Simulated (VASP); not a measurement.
Output of a VASP run:

**OSZICAR**
```
...
DAV:  25    -0.865280096912E+01    0.65889E-04   -0.25183E-06   544   0.167E-02    0.322E-03
DAV:  26    -0.865284170958E+01   -0.40740E-04   -0.17440E-06   496   0.166E-02    0.300E-03
DAV:  27    -0.865281970265E+01    0.22007E-04   -0.27654E-06   496   0.200E-02    0.329E-03
DAV:  28    -0.865284576012E+01   -0.26057E-04   -0.12050E-06   496   0.135E-02    0.344E-03
DAV:  29    -0.865286092874E+01   -0.15169E-04   -0.69515E-07   496   0.909E-03    0.285E-03
DAV:  30    -0.865286336962E+01   -0.24409E-05   -0.28874E-07   400   0.600E-03    0.241E-03
DAV:  31    -0.865287100005E+01   -0.76304E-05   -0.16652E-07   384   0.484E-03    0.225E-03
DAV:  32    -0.865287578023E+01   -0.47802E-05   -0.30023E-08   272   0.209E-03    0.221E-03
DAV:  33    -0.865287882592E+01   -0.30457E-05   -0.22041E-08   304   0.187E-03    0.221E-03
DAV:  34    -0.865287985081E+01   -0.10249E-05   -0.89796E-09   256   0.116E-03    0.220E-03
DAV:  35    -0.865287913329E+01    0.71751E-06   -0.47536E-09   256   0.676E-04
   5 F= -.86528791E+01 E0= -.86520422E+01  d E =0.217249E-02
       N       E                     dE             d eps       ncg     rms          rms(c)
DAV:   1    -0.874137192056E+01   -0.88492E-01   -0.20083E+00   464   0.936E+00    0.122E+00
DAV:   2    -0.867296676135E+01    0.68405E-01   -0.10288E-01   512   0.202E+00    0.553E-01
DAV:   3    -0.865865991032E+01    0.14307E-01   -0.57773E-02   616   0.164E+00    0.116E-01
DAV:   4    -0.861614256540E+01    0.42517E-01   -0.33032E+02   464   0.156E+04    0.548E-02
DAV:   5    -0.864846484943E+01   -0.32322E-01   -0.34929E-03   920   0.331E+00    0.274E-02
DAV:   6    -0.865473080232E+01   -0.62660E-02   -0.75751E-02   464   0.357E+00    0.191E-02
DAV:   7    -0.865528310748E+01   -0.55231E-03   -0.11156E-03   464   0.362E-01    0.105E-02
DAV:   8    -0.865273129511E+01    0.25518E-02   -0.16285E-03   464   0.305E-01    0.827E-03
DAV:   9    -0.865503566967E+01   -0.23044E-02   -0.97585E-04   464   0.258E-01    0.360E-03
DAV:  10    -0.865527870079E+01   -0.24303E-03   -0.10116E-04   464   0.122E-01    0.383E-03
DAV:  11    -0.865530546219E+01   -0.26761E-04   -0.94550E-06   480   0.344E-02    0.278E-03
DAV:  12    -0.865530903841E+01   -0.35762E-05   -0.15382E-06   672   0.117E-02    0.107E-03
DAV:  13    -0.865531085106E+01   -0.18127E-05   -0.74483E-07   488   0.891E-03    0.174E-04
DAV:  14    -0.865531104796E+01   -0.19691E-06   -0.13248E-07   312   0.461E-03
   6 F= -.86553110E+01 E0= -.86544334E+01  d E =-.259427E-03
       N       E                     dE             d eps       ncg     rms          rms(c)
DAV:   1    -0.867759170648E+01   -0.22281E-01   -0.50865E-01   464   0.469E+00    0.613E-01
DAV:   2    -0.866028073394E+01    0.17311E-01   -0.25837E-02   472   0.101E+00    0.278E-01
DAV:   3    -0.865580263274E+01    0.44781E-02   -0.15324E-02   632   0.856E-01    0.582E-02
DAV:   4    -0.865352115102E+01    0.22815E-02   -0.44937E-03   464   0.660E-01    0.405E-02
DAV:   5    -0.865524180763E+01   -0.17207E-02   -0.14302E-03   464   0.498E-01    0.536E-03
DAV:   6    -0.865566788364E+01   -0.42608E-03   -0.77259E-04   464   0.235E-01    0.390E-03
DAV:   7    -0.865574327643E+01   -0.75393E-04   -0.10925E-04   464   0.111E-01    0.293E-03
DAV:   8    -0.865573216370E+01    0.11113E-04   -0.29492E-05   512   0.678E-02    0.143E-03
DAV:   9    -0.865573083217E+01    0.13315E-05   -0.37378E-06   464   0.285E-02    0.857E-04
DAV:  10    -0.865573098582E+01   -0.15365E-06   -0.52099E-07   568   0.103E-02
   7 F= -.86557310E+01 E0= -.86548305E+01  d E =-.679365E-03
```

File OUTCAR:
```
------------------------ aborting loop because EDIFF is reached ----------------------------------------
  FORCE on cell =-STRESS in cart. coord.  units (eV):
  Direction    XX          YY          ZZ          XY          YZ          ZX
  --------------------------------------------------------------------------------------
  Total       -0.0072768     -0.0072768     -0.0072768     -0.0000000     -0.0000000      0.0000000
  in kB       -0.0940575     -0.0940575     -0.0940575     -0.0000000     -0.0000000      0.0000000
  external PRESSURE =      -0.0940575 kB  Pullay stress =       0.0000000 kB
  volume of cell :      123.95
      direct lattice vectors                 reciprocal lattice vectors
    -3.140991871  3.140991871  3.140991871     0.000000000  0.159185385  0.159185385
     3.140991871 -3.140991871  3.140991871     0.159185385  0.000000000  0.159185385
     3.140991871  3.140991871 -3.140991871     0.159185385  0.159185385  0.000000000
 POSITION                                       TOTAL-FORCE (eV/Angst)
 -----------------------------------------------------------------------------------
      0.00000      0.00000      0.00000        -0.000000      0.000000     -0.000000
 -----------------------------------------------------------------------------------
    total drift:                               -0.000000     -0.000000     -0.000000
  FREE ENERGIE OF THE ION-ELECTRON SYSTEM (eV)
  ---------------------------------------------------
  free  energy   TOTEN  =        -8.6557309858 eV

  energy  without entropy=       -8.6530294727  energy(sigma->0) =       -8.65483048

 reached required accuracy - stopping structural energy minimisation
```
(Selected blocks of OUTCAR.)

### POSCAR
```
Cs
1
   -3.0500000000     3.0500000000     3.0500000000
    3.0500000000    -3.0500000000     3.0500000000
    3.0500000000     3.0500000000    -3.0500000000
Cs
1
Direct
  0.0000000000   0.0000000000   0.0000000000
```

Problem. Write an INCAR and KPOINTS that could have produced this output.

Solution. Several could match; the one computed here: the input of the run itself, TPSS meta-GGA, plane waves, VASP's PBE PAW potentials (set 64).

KPOINTS:
```
kpoints
0
Gamma
  8 8 8
0 0 0
```

INCAR:
```
SYSTEM = Cs
PREC = Accurate
ENCUT = 520
EDIFF = 1E-6
NELM = 100
ALGO = Normal
LREAL = .FALSE.
LASPH = .TRUE.
ISMEAR = 1
SIGMA = 0.1
METAGGA = TPSS
LMIXTAU = .TRUE.
LMAXMIX = 4
LWAVE = .FALSE.
LCHARG = .FALSE.
IBRION = 2
ISIF = 3
NSW = 60
EDIFFG = -0.01
```

POTCAR, in this order: Cs_sv (PBE.64 set). Program: vasp_std.

Energy and stress use the plane-wave basis of the starting cell.

The compound is Cs in the bcc structure. This run relaxes it. Symmetry was kept, so distortions that lower it aren't found.
